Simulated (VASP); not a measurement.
Computed with SCAN meta-GGA, VASP's PBE PAW potentials (set 64) (plane waves; VASP 6.6.1).

Input for VASP

**INCAR**
```
# general
SYSTEM  = Mo
PREC    = Accurate
ENCUT   = 520
LREAL   = .FALSE.
LASPH   = .TRUE.

# electronic loop
EDIFF   = 1E-7
NELM    = 100
ALGO    = Normal
LMAXMIX = 4
LMIXTAU = .TRUE.

# smearing
ISMEAR  = 1
SIGMA   = 0.1

# functional
METAGGA = SCAN

# ions
ISIF    = 2

# output
LWAVE   = .FALSE.
LCHARG  = .FALSE.
```

KPOINTS:
```
K-points
0
gamma
  16 16 16
```

**POSCAR**
```
Mo
1
   -1.5895772200     1.5895772200     1.5895772200
    1.5895772200    -1.5895772200     1.5895772200
    1.5895772200     1.5895772200    -1.5895772200
Mo
1
Direct
  0.0000000000   0.0000000000   0.0000000000
```

POTCAR, in this order: Mo_sv (PBE.64 set). Program: vasp_std.

The resulting files:

### OSZICAR
```
       N       E                     dE             d eps       ncg     rms          rms(c)
DAV:   1     0.647915436751E+02    0.64792E+02   -0.85339E+03  3230   0.133E+03
DAV:   2    -0.395750411130E+02   -0.10437E+03   -0.10061E+03  3445   0.350E+02
DAV:   3    -0.409661621300E+02   -0.13911E+01   -0.13777E+01  3690   0.408E+01
DAV:   4    -0.409701650191E+02   -0.40029E-02   -0.40026E-02  3514   0.254E+00
DAV:   5    -0.409701873523E+02   -0.22333E-04   -0.22332E-04  3741   0.187E-01    0.178E+01
DAV:   6    -0.341989848983E+02    0.67712E+01   -0.46222E+00  3379   0.286E+01    0.215E+00
DAV:   7    -0.348394699930E+02   -0.64049E+00   -0.31630E-01  3259   0.759E+00    0.165E+00
DAV:   8    -0.345111603726E+02    0.32831E+00   -0.63419E-01  3502   0.966E+00    0.248E+00
DAV:   9    -0.348593337019E+02   -0.34817E+00   -0.28824E-01  3364   0.530E+00    0.826E-01
DAV:  10    -0.348794461861E+02   -0.20112E-01   -0.35716E-02  3235   0.261E+00    0.478E-01
DAV:  11    -0.348839190605E+02   -0.44729E-02   -0.21471E-02  3283   0.221E+00    0.852E-02
DAV:  12    -0.348835586531E+02    0.36041E-03   -0.55736E-02  3247   0.256E+00    0.167E-01
DAV:  13    -0.348774561370E+02    0.61025E-02   -0.53826E-03  3244   0.933E-01    0.660E-02
DAV:  14    -0.348896099345E+02   -0.12154E-01   -0.11759E-02  3235   0.140E+00    0.146E-01
DAV:  15    -0.348793417566E+02    0.10268E-01   -0.51149E-02  3214   0.279E+00    0.182E-01
DAV:  16    -0.348773080333E+02    0.20337E-02   -0.50843E-03  3190   0.102E+00    0.802E-02
DAV:  17    -0.348766592478E+02    0.64879E-03   -0.16833E-03  3223   0.516E-01    0.286E-02
DAV:  18    -0.348766132427E+02    0.46005E-04   -0.50681E-04  3301   0.270E-01    0.990E-03
DAV:  19    -0.348765927624E+02    0.20480E-04   -0.15997E-05  3469   0.602E-02    0.916E-03
DAV:  20    -0.348765725594E+02    0.20203E-04   -0.26262E-05  3199   0.664E-02    0.469E-03
DAV:  21    -0.348765672958E+02    0.52635E-05   -0.71364E-06  3280   0.352E-02    0.276E-03
DAV:  22    -0.348765648211E+02    0.24747E-05   -0.68030E-06  3265   0.307E-02    0.685E-04
DAV:  23    -0.348765653048E+02   -0.48369E-06   -0.10781E-06  3352   0.139E-02    0.108E-03
DAV:  24    -0.348765649613E+02    0.34345E-06   -0.27517E-08  2150   0.260E-03    0.105E-03
DAV:  25    -0.348765649454E+02    0.15912E-07   -0.25024E-07  3250   0.684E-03
   1 F= -.34876565E+02 E0= -.34876602E+02  d E =0.111403E-03
```

OUTCAR:
```
------------------------ aborting loop because EDIFF is reached ----------------------------------------
  FORCE on cell =-STRESS in cart. coord.  units (eV):
  Direction    XX          YY          ZZ          XY          YZ          ZX
  --------------------------------------------------------------------------------------
  Total       -0.8258533     -0.8258533     -0.8258533      0.0000000      0.0000000      0.0000000
  in kB      -82.3585293    -82.3585293    -82.3585293      0.0000000      0.0000000      0.0000000
  external PRESSURE =     -82.3585293 kB  Pullay stress =       0.0000000 kB
  volume of cell :       16.07
      direct lattice vectors                 reciprocal lattice vectors
    -1.589577220  1.589577220  1.589577220     0.000000000  0.314549047  0.314549047
     1.589577220 -1.589577220  1.589577220     0.314549047  0.000000000  0.314549047
     1.589577220  1.589577220 -1.589577220     0.314549047  0.314549047  0.000000000
 POSITION                                       TOTAL-FORCE (eV/Angst)
 -----------------------------------------------------------------------------------
      0.00000      0.00000      0.00000        -0.000000      0.000000     -0.000000
 -----------------------------------------------------------------------------------
    total drift:                                0.000000     -0.000000      0.000000
  FREE ENERGIE OF THE ION-ELECTRON SYSTEM (eV)
  ---------------------------------------------------
  free  energy   TOTEN  =       -34.8765649454 eV

  energy  without entropy=      -34.8766763484  energy(sigma->0) =      -34.87660208
```
(Selected blocks of OUTCAR.)

The compound is Mo in the bcc structure. This cell is one point of a volume scan, at 1.03 of the reference volume.
